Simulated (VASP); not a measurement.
Consider the following.

```xyz
2
Lattice="0.0000 3.3122 3.3122 3.3122 0.0000 3.3122 3.3122 3.3122 0.0000" Properties=species:S:1:pos:R:3 pbc="T T T"
Cd     0.0000     0.0000     0.0000
Te     1.6561     1.6561     1.6561
```

All values below come from revTPSS meta-GGA, VASP's PBE PAW potentials (set 64) (plane waves; VASP). Settings: 520 eV cut-off, 7×7×7 Γ-centred mesh, Gaussian smearing of 0.050 eV, potentials Cd Te.

Unless said otherwise, spin-orbit coupling is left out, though it shifts the bands of the heavy elements here.

Problem. What does the run give for the energy per atom (σ→0), pressure, band gap (on the k-mesh) with the smallest direct gap where there is one?

Solution. 
```yaml
band gap (on the k-mesh): 0.80 eV
smallest direct gap (on the k-mesh): 0.80 eV
energy per atom (σ→0): 15.635 eV/atom
pressure: -1.04 GPa
```

The absolute energy has meaning only against runs of the same code, potentials and settings.

The compound is CdTe in the zinc blende structure. This cell is one point of a volume scan, at 1.03 of the reference volume.
